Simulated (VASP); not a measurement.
## Sn₄Ge₄ (ordered alloy cell): computed properties

Computed with PBEsol GGA, VASP's PBE PAW potentials (set 64) (plane waves; VASP).

| Property | Result |
|---|---|
| space group | Pmma (51) |
| cell | a = 4.297 Å, b = 4.321 Å, c = 6.152 Å, α = β = γ = 90.00° |
| volume per atom | 28.55 Å³/atom |
| band gap (on the k-mesh) | none (metal, semimetal or under 0.01 eV) |
| density | 5.56 g/cm³ |

SnGe has the orthorhombic space group Pmma (No. 51), Pearson symbol oP4. Lattice parameters: a = 4.297 Å, b = 4.321 Å, c = 6.152 Å, α = 90.00°, β = 90.00°, γ = 90.00°. Sn on 2e has 2 Ge at 2.645 Å and 2 Sn at 2.775 Å (tetrahedral). Ge on 2f has 2 Ge at 2.534 Å and 2 Sn at 2.645 Å (tetrahedral). (Neighbours: up to the widest gap in distance over summed covalent radii, below 1.35, at either atom; cation-cation and far metal-metal contacts left out.)
(The calculation used a cell of 8 atoms; values per cell refer to that cell.)

Unless said otherwise, spin-orbit coupling is left out, though it shifts the bands of the heavy elements here.

The structure was generated: Sn4Ge4 was put into an ordered model structure (Pmma), which need not be its known phase. It was relaxed first. Symmetry was kept, so distortions that lower it aren't found.
